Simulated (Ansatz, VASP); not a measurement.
## One calculation of HfTl2F6, two programs

File INCAR:

```
SYSTEM = HfTl2F6
PREC     = Accurate       ! precision mode
ENCUT    = 520            ! plane-wave cutoff, eV
EDIFF    = 1E-7           ! SCF threshold, eV
ISMEAR   = -1             ! smearing method
SIGMA    = 0.02           ! smearing width, eV
LREAL    = .FALSE.        ! projectors in reciprocal space
LASPH    = .TRUE.         ! aspherical terms in the spheres
NELM     = 100            ! most SCF steps
ALGO     = Normal         ! electronic algorithm
ISIF     = 2              ! what is computed and relaxed
LWAVE    = .FALSE.        ! write WAVECAR
LCHARG   = .TRUE.         ! write CHGCAR
GGA      = PE             ! functional
LELF     = .TRUE.         ! ELF
LVHAR    = .TRUE.       
NBANDS   = 49             ! bands
```

The input KPOINTS:

```
regular mesh
0
G
  6 6 6
  0 0 0
```

POSCAR

```
HfTl2F6
1.0
    0.0000000000      4.3696981730      4.3696981730
    4.3696981730      0.0000000000      4.3696981730
    4.3696981730      4.3696981730      0.0000000000
Tl Hf F
2 1 6
Direct
    0.2500000000      0.2500000000      0.2500000000
    0.7500000000      0.7500000000      0.7500000000
    0.0000000000      0.0000000000      0.0000000000
    0.2286842714      0.7713157286      0.7713157286
    0.2286842714      0.7713157286      0.2286842714
    0.7713157286      0.2286842714      0.7713157286
    0.7713157286      0.2286842714      0.2286842714
    0.7713157286      0.7713157286      0.2286842714
    0.2286842714      0.2286842714      0.7713157286
```

Input for Ansatz:

```yaml
crystal:
  lattice:
    - [0.0, 4.369698173, 4.369698173]
    - [4.369698173, 0.0, 4.369698173]
    - [4.369698173, 4.369698173, 0.0]
  atoms:
    - { symbol: Tl, position: [0.25, 0.25, 0.25] }
    - { symbol: Tl, position: [0.75, 0.75, 0.75] }
    - { symbol: Hf, position: [0.0, 0.0, 0.0] }
    - { symbol: F, position: [0.2286842714, 0.7713157286, 0.7713157286] }
    - { symbol: F, position: [0.2286842714, 0.7713157286, 0.2286842714] }
    - { symbol: F, position: [0.7713157286, 0.2286842714, 0.7713157286] }
    - { symbol: F, position: [0.7713157286, 0.2286842714, 0.2286842714] }
    - { symbol: F, position: [0.7713157286, 0.7713157286, 0.2286842714] }
    - { symbol: F, position: [0.2286842714, 0.2286842714, 0.7713157286] }
kpoints:
  mp_grid: { grid: [6, 6, 6] }
  band_path:
    path:
      - [[0.0, 0.0, 0.0], [0.5, 1.195221300636e-34, 0.5], [0.625, 0.25, 0.625]]
      - [[0.375, 0.375, 0.75], [0.0, 0.0, 0.0], [0.5, 0.5, 0.5], [0.5, 0.25, 0.75], [0.5, 1.195221300636e-34, 0.5]]
    npoints: 10
hamiltonian:
  xc: pbe
scf:
  occupations: { method: fermi_dirac, width: 0.02 }
  n_extra_bands: 6
output:
  forces: true
  stress: true
  eigenvalues: true
```

The cell was built by a generator and needn't be a form met in nature.

Alike in both runs: task single point; functional PBE; k mesh 6 × 6 × 6; occupations fermi-dirac, width 0.02 eV; no spin polarisation.

|  | VASP | Ansatz |
| --- | --- | --- |
| version | VASP 6.6.1 | Ansatz 0.2.0 |
| potentials or method | VASP PAW PBE potentials, release 64 (Tl_d, Hf_pv, F) | plane waves, PAW |
| plane-wave cutoff (eV) | 520 | 420 |
| valence electrons in the cell | 78 | 94 |

|  | VASP | Ansatz | Ansatz less VASP |
| --- | --- | --- | --- |
| gap on the k mesh at the Fermi level (eV) | 4.82 | 4.80 | -0.011 |
| pressure (GPa) | 2.0 | 3.0 | +1.00 |
| rms of the force components (eV/Å) | 0.058 | 0.151 | +0.0928 |

Atom by atom the forces differ by 0.093 eV/Å (rms over components). The two sets of potentials don't hold the same shells in valence.

Caveats: spin-orbit coupling is left out, which as a rule narrows the gap of such compounds by several tenths of an eV. A k mesh can miss the band edges. PBE gaps usually lie below the measured ones, often by a third to a half.
